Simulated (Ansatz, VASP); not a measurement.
# LaBi: VASP beside Ansatz

Wanted: the spread between two codes on one cell, functional and k mesh. The cell is taken from a series of VASP runs on this material, whose earlier steps may have relaxed, scaled or displaced it; both programs get it as it stands.

Main program and level: Ansatz 0.2.0; plane waves, with VASP 6.6.1 beside it; zone-centre phonons at r2SCAN.

## Step 1: The starting structure

It takes space group Fm-3m (No. 225, cubic). The conventional cell has a = 6.655 Å, b = 6.655 Å, c = 6.655 Å, α = 90.00°, β = 90.00°, γ = 90.00°. Nearest to La lie 6 Bi at 3.33 Å. Nearest to Bi lie 6 La at 3.33 Å. Farther neighbours are not listed.

Coordinates:

```
La Bi
1.0
     0.00000    3.32765    3.32765
     3.32765    0.00000    3.32765
     3.32765    3.32765    0.00000
La Bi
1 1
Direct
  0.00000 0.00000 0.00000
  0.50000 0.50000 0.50000
```

## Step 2: VASP: zone-centre phonons, r2SCAN

Second derivatives magnify differences that forces hide, and they need a tight electronic threshold.

Lines of VASP's logs that name or quote its potential files are left out, and so is its time.

Input file INCAR:

```
SYSTEM = LaBi
PREC = Accurate
ENCUT = 400
EDIFF = 1E-08
NELM = 100
ISMEAR = 1
SIGMA = 0.2
LREAL = .FALSE.
ALGO = Normal
METAGGA = R2SCAN
LASPH = .TRUE.
NBANDS = 19
LORBIT = 11
LWAVE = .FALSE.
LCHARG = .FALSE.
KPAR = 2
IBRION = 6
NFREE = 2
POTIM = 0.015
ISIF = 2
NSW = 1
```

Input file POSCAR:

```
LaBi
1.0
    0.0000000000      3.3276522019      3.3276522019
    3.3276522019      0.0000000000      3.3276522019
    3.3276522019      3.3276522019      0.0000000000
La Bi
1 1
Direct
    0.0000000000      0.0000000000      0.0000000000
    0.5000000000      0.5000000000      0.5000000000
```

Input file KPOINTS:

```
Automatic mesh
0
Gamma
10 10 10
0 0 0
```

The projector-augmented-wave data sets are La and Bi_d (PBE family, release 64).

Launch:

```bash
mpirun -np 2 vasp_std
```

Numbers of over 12 decimals in the logs are rounded to 6 here.

The log of the run:

```text
[banner, memory and clock lines left out]
running    2 mpi-ranks, on    1 nodes
 distrk:  each k-point on    1 cores,    2 groups
 distr:  one band on    1 cores,    1 groups

 POSCAR found type information on POSCAR LaBi
 POSCAR found :  2 types and       2 ions
|                                                                             |
|               ----> ADVICE to this user running VASP <----                  |
|                                                                             |
|     You enforced a specific xc type in the INCAR file but a different       |
|     [... a line on the potential file left out ...]
|     I HOPE YOU KNOW WHAT YOU ARE DOING!                                     |
|                                                                             |

 LDA part: xc-table for (None), standard interpolation
 POSCAR, INCAR and KPOINTS ok, starting setup
 FFT: planning ... GRIDC
 FFT: planning ... GRID_SOFT
 FFT: planning ... GRID
 WAVECAR not read
 entering main loop
       N       E                     dE             d eps       ncg     rms          rms(c)
DAV:   1     0.185937677041E+03    0.18594E+03   -0.10034E+04  1794   0.157E+03
DAV:   2    -0.657803370175E+02   -0.25172E+03   -0.24569E+03  2242   0.358E+02
DAV:   3    -0.954877232298E+02   -0.29707E+02   -0.29155E+02  2333   0.165E+02
DAV:   4    -0.973352555612E+02   -0.18475E+01   -0.18322E+01  3424   0.370E+01
DAV:   5    -0.973960935258E+02   -0.60838E-01   -0.60817E-01  2630   0.504E+00    0.334E+00
DAV:   6    -0.908448874856E+02    0.65512E+01   -0.19374E+00  3211   0.157E+01    0.192E+00
DAV:   7    -0.908640392458E+02   -0.19152E-01   -0.35196E-01  3022   0.396E+00    0.980E-01
DAV:   8    -0.908812158051E+02   -0.17177E-01   -0.33973E-02  3277   0.169E+00    0.439E-01
DAV:   9    -0.908864040814E+02   -0.51883E-02   -0.23551E-02  3185   0.160E+00    0.107E-01
DAV:  10    -0.908863136797E+02    0.90402E-04   -0.28793E-03  3121   0.513E-01    0.232E-02
DAV:  11    -0.908863190010E+02   -0.53212E-05   -0.13749E-04  2996   0.907E-02    0.174E-02
DAV:  12    -0.908864585179E+02   -0.13952E-03   -0.26056E-03  2790   0.321E-01    0.334E-02
DAV:  13    -0.908863183578E+02    0.14016E-03   -0.21239E-03  3014   0.284E-01    0.183E-02
DAV:  14    -0.908862717994E+02    0.46558E-04   -0.34402E-04  3244   0.805E-02    0.339E-02
[...]
DAV:  34    -0.908867716342E+02   -0.47466E-03   -0.59018E-04  3555   0.122E-01    0.377E-02
DAV:  35    -0.908867538639E+02    0.17770E-04   -0.18480E-05  2734   0.352E-02    0.293E-02
DAV:  36    -0.908867704692E+02   -0.16605E-04   -0.67871E-06  3213   0.232E-02    0.372E-02
DAV:  37    -0.908867690780E+02    0.13911E-05   -0.58981E-07  3235   0.474E-03    0.400E-02
DAV:  38    -0.908867695247E+02   -0.44670E-06   -0.64173E-08  2950   0.165E-03    0.394E-02
DAV:  39    -0.908867687871E+02    0.73760E-06   -0.63495E-08  2872   0.222E-03    0.402E-02
DAV:  40    -0.908867700101E+02   -0.12229E-05   -0.29685E-07  2935   0.472E-03    0.376E-02
DAV:  41    -0.908867297747E+02    0.40235E-04   -0.57869E-05  2736   0.510E-02    0.222E-02
[...]
DAV:  61    -0.908863263812E+02    0.71894E-06   -0.10141E-05  2140   0.162E-02    0.764E-03
DAV:  62    -0.908863261940E+02    0.18726E-06   -0.11111E-06  3528   0.658E-03    0.831E-03
DAV:  63    -0.908863261173E+02    0.76705E-07   -0.11133E-07  2966   0.186E-03    0.877E-03
DAV:  64    -0.908863262622E+02   -0.14490E-06   -0.47682E-08  2991   0.155E-03    0.809E-03
DAV:  65    -0.908863262099E+02    0.52276E-07   -0.36166E-09  1419   0.453E-04    0.837E-03
DAV:  66    -0.908863262454E+02   -0.35560E-07   -0.13243E-09  1235   0.483E-04    0.815E-03
DAV:  67    -0.908863264360E+02   -0.19053E-06   -0.12785E-07  2851   0.216E-03    0.725E-03
DAV:  68    -0.908863266141E+02   -0.17815E-06   -0.13485E-07  3003   0.212E-03    0.639E-03
DAV:  69    -0.908863267674E+02   -0.15326E-06   -0.13690E-07  2843   0.206E-03    0.552E-03
DAV:  70    -0.908863268578E+02   -0.90400E-07   -0.75221E-08  3045   0.150E-03    0.496E-03
DAV:  71    -0.908863270485E+02   -0.19074E-06   -0.10260E-06  2108   0.531E-03    0.292E-03
DAV:  72    -0.908863271030E+02   -0.54476E-07   -0.81901E-07  2941   0.416E-03    0.184E-03
DAV:  73    -0.908863271003E+02    0.26575E-08   -0.26081E-07  2763   0.229E-03    0.140E-03
DAV:  74    -0.908863270769E+02    0.23395E-07   -0.18884E-07  2788   0.191E-03    0.110E-03
DAV:  75    -0.908863269900E+02    0.86902E-07   -0.80698E-07  2669   0.426E-03    0.634E-04
DAV:  76    -0.908863269713E+02    0.18744E-07   -0.65225E-07  3208   0.365E-03    0.594E-04
DAV:  77    -0.908863269585E+02    0.12798E-07   -0.32222E-07  3024   0.276E-03    0.601E-04
DAV:  78    -0.908863269741E+02   -0.15637E-07   -0.13552E-07  3296   0.164E-03    0.687E-04
DAV:  79    -0.908863269777E+02   -0.35502E-08   -0.57901E-08  2882   0.117E-03
   1 F= -.90886327E+02 E0= -.90886495E+02  d E =0.502743E-03
[...]
2 F= -.90886107E+02 E0= -.90886275E+02  d E =0.504092E-03
[...]
3 F= -.90886107E+02 E0= -.90886275E+02  d E =0.504088E-03
[...]
4 F= -.90886335E+02 E0= -.90886503E+02  d E =0.503848E-03
 Finite differences progress:
  Degree of freedom:   2/  2
  Displacement:        1/  2
  Total:               3/  4
 bond charge predicted
       N       E                     dE             d eps       ncg     rms          rms(c)
DAV:   1    -0.908615125396E+02    0.24823E-01   -0.49425E+00  4407   0.115E+01    0.170E-01
DAV:   2    -0.908855995575E+02   -0.24087E-01   -0.20619E-01  6364   0.541E+00    0.651E-02
DAV:   3    -0.908862199049E+02   -0.62035E-03   -0.69378E-03  5686   0.596E-01    0.518E-02
DAV:   4    -0.908863743098E+02   -0.15440E-03   -0.18149E-03  6955   0.428E-01    0.309E-02
DAV:   5    -0.909288898734E+02   -0.42516E-01   -0.44185E-01  5925   0.413E+00    0.581E-01
DAV:   6    -0.908833209814E+02    0.45569E-01   -0.37370E-01  5770   0.393E+00    0.698E-02
DAV:   7    -0.908861796956E+02   -0.28587E-02   -0.25187E-02  6388   0.702E-01    0.114E-02
DAV:   8    -0.908863791557E+02   -0.19946E-03   -0.18570E-03  6081   0.198E-01    0.249E-02
DAV:   9    -0.908863912034E+02   -0.12048E-04   -0.14215E-04  6855   0.623E-02    0.295E-02
DAV:  10    -0.908863705448E+02    0.20659E-04   -0.19366E-05  6230   0.253E-02    0.246E-02
DAV:  11    -0.908863676505E+02    0.28943E-05   -0.28764E-06  6989   0.113E-02    0.231E-02
DAV:  12    -0.908863728019E+02   -0.51514E-05   -0.12887E-06  6096   0.735E-03    0.239E-02
DAV:  13    -0.908863678606E+02    0.49413E-05   -0.12913E-06  6386   0.687E-03    0.223E-02
DAV:  14    -0.908863655855E+02    0.22751E-05   -0.60920E-07  6652   0.361E-03    0.213E-02
[...]
DAV:  19    -0.908863473229E+02    0.14792E-05   -0.41204E-07  6388   0.346E-03    0.126E-02
DAV:  20    -0.908863397201E+02    0.76027E-05   -0.13823E-05  5993   0.218E-02    0.861E-03
DAV:  21    -0.908863355381E+02    0.41820E-05   -0.20841E-05  6770   0.242E-02    0.327E-03
DAV:  22    -0.908863352411E+02    0.29705E-06   -0.26873E-06  7218   0.745E-03    0.181E-03
DAV:  23    -0.908863351723E+02    0.68770E-07   -0.40192E-07  7375   0.298E-03    0.119E-03
DAV:  24    -0.908863350503E+02    0.12198E-06   -0.40439E-07  6227   0.365E-03    0.549E-04
DAV:  25    -0.908863350703E+02   -0.20000E-07   -0.28787E-07  7336   0.269E-03    0.158E-04
DAV:  26    -0.908863350737E+02   -0.33260E-08   -0.88052E-09  4702   0.598E-04
   5 F= -.90886335E+02 E0= -.90886503E+02  d E =0.503862E-03
 Finite differences progress:
  Degree of freedom:   2/  2
  Displacement:        2/  2
  Total:               4/  4
```

OUTCAR, selected parts (step 2):

```text
ion  position               nearest neighbor table
   1  0.000  0.000  0.000-   2 3.33   2 3.33   2 3.33   2 3.33   2 3.33   2 3.33
   2  0.500  0.500  0.500-   1 3.33   1 3.33   1 3.33   1 3.33   1 3.33   1 3.33

  LATTYP: Found a face centered cubic cell.
 ALAT       =     6.6553044038

 Subroutine GETGRP returns: Found 48 space group operations
 (whereof 48 operations were pure point group operations)

The static configuration has the point symmetry O_h .

 Found     47 irreducible k-points:

   k-points           NKPTS =     47   k-points in BZ     NKDIM =     47   number of bands    NBANDS=     19

   dimension x,y,z NGX =    32 NGY =   32 NGZ =   32
   dimension x,y,z NGXF=    64 NGYF=   64 NGZF=   64

   ENCUT  =  400.0 eV  29.40 Ry    5.42 a.u.   7.67  7.67  7.67*2*pi/ulx,y,z

   NELECT =      26.0000    total number of electrons

 k-points in reciprocal lattice and weights: Automatic mesh
   0.00000000  0.00000000  0.00000000       0.001
   0.10000000  0.00000000  0.00000000       0.008
   0.20000000  0.00000000  0.00000000       0.008
   0.30000000  0.00000000  0.00000000       0.008
   0.40000000  0.00000000  0.00000000       0.008
   0.50000000  0.00000000  0.00000000       0.004
   0.10000000  0.10000000  0.00000000       0.006
   0.20000000  0.10000000  0.00000000       0.024
   0.30000000  0.10000000  0.00000000       0.024
[...]
-0.30000000  0.40000000  0.20000000       0.024
  -0.30000000  0.50000000  0.20000000       0.012

 average (electrostatic) potential at core
       1-103.6203       2-109.5793

 E-fermi :   6.6205

 k-point     1 :       0.0000    0.0000    0.0000
  band No.  band energies     occupation
    ...
      6     -15.5699      2.00000
      7     -10.7030      2.00000
      8     -10.7030      2.00000
      9     -10.7030      2.00000
     10      -4.2473      2.00000
     11       6.7468      0.13236
     12       6.7468      0.13236
     13       6.7469      0.13218
     14       7.9916     -0.00000
     15       7.9923     -0.00000
    ...

 k-point     2 :       0.1000    0.0000    0.0000
  band No.  band energies     occupation
    ...
      9     -10.6994      2.00000
     10      -4.1610      2.00000
     11       6.1311      2.00293
     12       6.4004      2.06531
     13       6.4014      2.06480
     14       8.0301     -0.00000
     15       8.1020     -0.00000
     16       8.1021     -0.00000
     17       8.7052     -0.00000
     18       8.7536     -0.00000
    ...

 k-point     3 :       0.2000    0.0000    0.0000
  band No.  band energies     occupation
    ...
      9     -10.6900      2.00000
     10      -3.9294      2.00000
     11       5.0753      2.00000
     12       5.7947      2.00000
     13       5.7952      2.00000
     14       8.0714     -0.00000
     15       8.3402     -0.00000
     16       8.3403     -0.00000
     17       8.8271     -0.00000
     18       8.8408     -0.00000
    ...

  Total        0.0122766      0.0069837      0.0069837      0.0000000      0.0000000     -0.0000000
  in kB        0.2668982      0.1518285      0.1518285      0.0000000      0.0000000     -0.0000000
  external PRESSURE =       0.1901851 kB  Pullay stress =       0.0000000 kB

  energy-cutoff  :      400.00
  volume of cell :       73.70
      direct lattice vectors                 reciprocal lattice vectors
     0.000000000  3.327652202  3.327652202    -0.150256087  0.150256087  0.150256087
     3.327652202  0.000000000  3.327652202     0.150256087 -0.150256087  0.150256087
     3.327652202  3.327652202  0.000000000     0.150256087  0.150256087 -0.150256087

 POSITION                                       TOTAL-FORCE (eV/Angst)
 -----------------------------------------------------------------------------------
      0.00000      0.00000      0.00000        -0.044639      0.000000      0.000000
      3.31265      3.32765      3.32765         0.044639      0.000000      0.000000
 -----------------------------------------------------------------------------------
    total drift:                                0.007306      0.000003      0.000003

  FREE ENERGIE OF THE ION-ELECTRON SYSTEM (eV)
  ---------------------------------------------------
  free  energy   TOTEN  =       -90.8863350737 eV

  energy  without entropy=      -90.8868389357  energy(sigma->0) =      -90.88650303

 Eigenvectors and eigenvalues of the dynamical matrix
 ----------------------------------------------------

   1 f  =    3.051927 THz    19.175823 2PiTHz  101.801330 cm-1    12.621751 meV
             X         Y         Z           dx          dy          dz
      0.000000  0.000000  0.000000     0.000000    0.791513    0.000000
      3.327652  3.327652  3.327652     0.000000   -0.611152    0.000000

   2 f  =    3.051927 THz    19.175823 2PiTHz  101.801330 cm-1    12.621751 meV
             X         Y         Z           dx          dy          dz
      0.000000  0.000000  0.000000     0.791513    0.000000    0.000000
      3.327652  3.327652  3.327652    -0.611152    0.000000    0.000000

   3 f  =    3.051927 THz    19.175823 2PiTHz  101.801330 cm-1    12.621751 meV
             X         Y         Z           dx          dy          dz
      0.000000  0.000000  0.000000     0.000000    0.000000    0.791513
      3.327652  3.327652  3.327652     0.000000    0.000000   -0.611152

   4 f/i=    0.080788 THz     0.507605 2PiTHz    2.694793 cm-1     0.334112 meV
             X         Y         Z           dx          dy          dz
      0.000000  0.000000  0.000000    -0.611152    0.000000    0.000000
      3.327652  3.327652  3.327652    -0.791513    0.000000    0.000000

   5 f/i=    0.080788 THz     0.507605 2PiTHz    2.694793 cm-1     0.334112 meV
             X         Y         Z           dx          dy          dz
      0.000000  0.000000  0.000000     0.000000   -0.611152    0.000000
      3.327652  3.327652  3.327652     0.000000   -0.791513    0.000000

   6 f/i=    0.080788 THz     0.507605 2PiTHz    2.694793 cm-1     0.334112 meV
             X         Y         Z           dx          dy          dz
      0.000000  0.000000  0.000000     0.000000    0.000000   -0.611152
      3.327652  3.327652  3.327652     0.000000    0.000000   -0.791513

 ELASTIC MODULI CONTR FROM IONIC RELAXATION (kBar)
 Direction    XX          YY          ZZ          XY          YZ          ZX
 --------------------------------------------------------------------------------
 XX           0.0000      0.0000      0.0000      0.0000      0.0000      0.0000
 YY           0.0000      0.0000      0.0000      0.0000      0.0000      0.0000
 ZZ           0.0000      0.0000      0.0000      0.0000      0.0000      0.0000
 XY           0.0000      0.0000      0.0000      0.0000      0.0000      0.0000
 YZ           0.0000      0.0000      0.0000      0.0000      0.0000      0.0000
 ZX           0.0000      0.0000      0.0000      0.0000      0.0000      0.0000
 --------------------------------------------------------------------------------

 total charge
# of ion       s       p       d       f       tot
--------------------------------------------------
    1        1.985   5.675   0.634   0.113   8.407
    2        1.393   1.781   9.859   0.000  13.032
--------------------------------------------------
tot          3.378   7.455  10.493   0.113  21.439

[... 3 further parts left out ...]
```

CONTCAR:

```
LaBi
   1.00000000000000
     0.0000000000000000    3.3276522018999999    3.3276522018999999
     3.3276522018999999    0.0000000000000000    3.3276522018999999
     3.3276522018999999    3.3276522018999999    0.0000000000000000
  La              Bi
     1     1
Direct
     0.0000000000000000    0.0000000000000000    0.0000000000000000
     0.5022538413106147    0.4977461586893853    0.4977461586893853
```

The last energy, forces, stress and levels in OUTCAR belong to the last displaced cell, not to the cell of POSCAR.

(Continued in part 2 of 2.)

[Lines on the potential files, build, host, timing and source positions are cut from VASP's logs without a mark.]

[Logs are printed without paths, hosts, clocks, repeated set-up lines and the standing remarks that a program may print on its own settings, such as how far it seeks lower states.]

[Hosts, paths, dates, database ids (printed as entryN), source tags and the programs' standing remarks are cut or masked in the printed files.]
